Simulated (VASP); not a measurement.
The input files of a VASP run:

File KPOINTS:
```
Automatic mesh
0
Gamma
8 8 8
0 0 0
```

**INCAR**
```
SYSTEM=NaI
PREC=Accurate; ENCUT=520; LREAL=.FALSE.
LASPH=.TRUE.
EDIFF=1E-7; NELM=100; ALGO=Normal
LMAXMIX=4
ISMEAR=-5
GGA=RE
ISIF=2
LWAVE=.FALSE.; LCHARG=.TRUE.; LORBIT=11
NEDOS=601
```

### POSCAR
```
NaI
1
    0.0000000000     3.3413732343     3.3413732343
    3.3413732343     0.0000000000     3.3413732343
    3.3413732343     3.3413732343     0.0000000000
Na I
1 1
Direct
  0.0000000000   0.0000000000   0.0000000000
  0.5000000000   0.5000000000   0.5000000000
```

POTCAR, in this order: Na_pv I (PBE.64 set). Program: vasp_std.

Task: Translate this revPBE calculation to Ansatz.

Result: One equivalent input (not run):
Ansatz 0.2 input:
```yaml
crystal:
  lattice:
    - [0.0000000, 3.3413732, 3.3413732]
    - [3.3413732, 0.0000000, 3.3413732]
    - [3.3413732, 3.3413732, 0.0000000]
  atoms:
    - { symbol: Na, position: [0.0000000, 0.0000000, 0.0000000] }
    - { symbol: I, position: [0.5000000, 0.5000000, 0.5000000] }
kpoints:
  mp_grid: { grid: [8, 8, 8] }
hamiltonian:
  xc: revpbe
  pseudopotentials: { kind: paw }
scf:
  occupations: { method: tetrahedron }
  max_iter: 100
output: { forces: true, stress: true, eigenvalues: true }
```
The two are equivalent in intent, not identical: each code has its own PAW files, so the cut-off isn't converted (ENCUT is set for VASP's; basis.ecutwfc is left out, and Ansatz then takes the one that its files recommend); Ansatz stops its SCF on the density residual and VASP on the energy change (EDIFF).

The compound is NaI in the rock salt structure. It was relaxed first, which changed the volume by +10 %.
